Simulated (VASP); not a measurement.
Here is the system:

```xyz
3
Lattice="1.8431 -3.1924 0.0000 1.8431 3.1924 0.0000 0.0000 0.0000 5.8755" Properties=species:S:1:pos:R:3 pbc="T T T"
Zr     1.8431     3.1924     0.0000
S      1.8431     1.0641     1.4693
S      1.8431    -1.0641     4.4061
```

Method: PBE GGA with D4 dispersion, VASP's PBE PAW potentials (set 64) (plane waves; VASP). Numerical set-up: 520 eV cut-off, 7×7×4 Γ-centred mesh, Gaussian smearing of 0.050 eV, potentials Zr_sv S.

Q: The ions and cell shape at fixed volume are relaxed. Predict the relaxed structure.

A: 
```xyz
3
Lattice="1.8317 -3.1726 0.0000 1.8317 3.1726 0.0000 0.0000 0.0000 5.9490" Properties=species:S:1:pos:R:3 pbc="T T T"
Zr     0.0000     0.0000     0.0000
S      1.8317     1.0575     1.4531
S      1.8317    -1.0575     4.4959
```
Space group P-3m1 (164), at a tolerance of 0.03 Å.

Q: How much energy does the relaxation gain?

A: The energy (σ→0) changes by -4.3 meV/atom, in 5 ionic steps.

The compound is ZrS2 in the 1T layered structure. This cell is one point of a volume scan, at 1.03 of the reference volume. Symmetry was kept, so distortions that lower it aren't found.
